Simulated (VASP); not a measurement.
VASP runs on ScF$_{3}$ (space group R32) share one base input (PBEsol GGA, plane waves, VASP's PBE PAW potentials (set 64)) and change the settings named in each case.

**POSCAR**
```
ScF3
1
    2.8568400000     1.6493970000     2.3311470000
   -2.8568400000     1.6493970000     2.3311470000
    0.0000000000    -3.2987950000     2.3311470000
Sc F
1 3
Direct
  0.0000000000   0.0000000000   0.0000000000
  0.5000000000   0.0019300000   0.9980700000
  0.9980700000   0.5000000000   0.0019300000
  0.0019300000   0.9980700000   0.5000000000
```

**KPOINTS**
```
Regular mesh
0
gamma
7 7 7
0 0 0
```

### INCAR
```
! general
SYSTEM  = ScF3
PREC    = Accurate
ENCUT   = 400
LREAL   = .False.
LASPH   = .True.

! electronic loop
EDIFF   = 1E-6
NELM    = 100
ALGO    = Normal
LMAXMIX = 4

! smearing
ISMEAR  = -1
SIGMA   = 0.05

! functional
GGA     = PS

! ions
ISIF    = 2

! output
LWAVE   = .False.
LCHARG  = .False.
```

POTCAR, in this order: Sc_sv F (PBE.64 set). Program: vasp_std.

```csv
change,E(σ→0) (eV/atom),pressure (GPa),largest force (eV/Å)
base run,-7.0889,-9.13,0.014
"GGA removed, POTCAR Sc_sv F (LDA.64 set)",-7.4036,___,___
KPOINTS 1×1×1 Γ-centred mesh,-5.1851,16.95,0.231
"LDAU = .TRUE., LDAUJ = 0 0, LDAUL = 2 -1, LDAUTYPE = 2, LDAUU = 5.0 0",-6.6200,-2.63,0.009
```

### Question
Some entries are withheld; supply them.

### Answer

- GGA removed, POTCAR Sc_sv F (LDA.64 set), pressure (GPa): -12.18
- GGA removed, POTCAR Sc_sv F (LDA.64 set), largest force (eV/Å): 0.015

Energies of different potentials or functionals have different zeros.  At 400 eV the pressure can carry a Pulay error.

Left out are runs that ran out of time, are held back, or changed the cell or the kind of run, fixed moments of cells without a moment, rows past the twelfth, gaps on odd meshes, pressures of charged cells and columns that move by less than the noise.

The structure comes from a computed database's ScF3 entry (R32); how it stands against other phases isn't given here. The cell was not relaxed at this level.
